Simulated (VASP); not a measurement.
Given:

```
CELL_PARAMETERS angstrom
      2.83000     0.00000     0.00000
      0.00000     2.83000     0.00000
      0.00000     0.00000     4.07000
ATOMIC_POSITIONS crystal
  Ti 0.00000 0.00000 0.00000
  Al 0.50000 0.50000 0.50000
```

Calculation: rev-vdW-DF2, VASP's PBE PAW potentials (set 64) (plane waves; VASP). Settings: 520 eV cut-off, 12×12×8 Γ-centred mesh, first-order Methfessel-Paxton smearing of 0.10 eV, potentials Ti_sv Al.

Task: The ions, cell shape and volume are relaxed. Give the cell that the relaxation ends in.

Result: 
```
CELL_PARAMETERS angstrom
      2.81237     0.00000     0.00000
      0.00000     2.81237     0.00000
      0.00000     0.00000     4.04651
ATOMIC_POSITIONS crystal
  Ti 0.00000 0.00000 0.00000
  Al 0.50000 0.50000 0.50000
```
Space group P4/mmm (123), at a tolerance of 0.03 Å.

Task: How do energy and volume change from the first to the last step?

Result: The energy (σ→0) changes by -1.9 meV/atom and the volume by -1.8 %, in 3 ionic steps.

The compound is TiAl in the L1_0 structure. This run relaxes it. Symmetry was kept, so distortions that lower it aren't found. The electron count is odd and the run is not spin-polarised, which forces a metal.
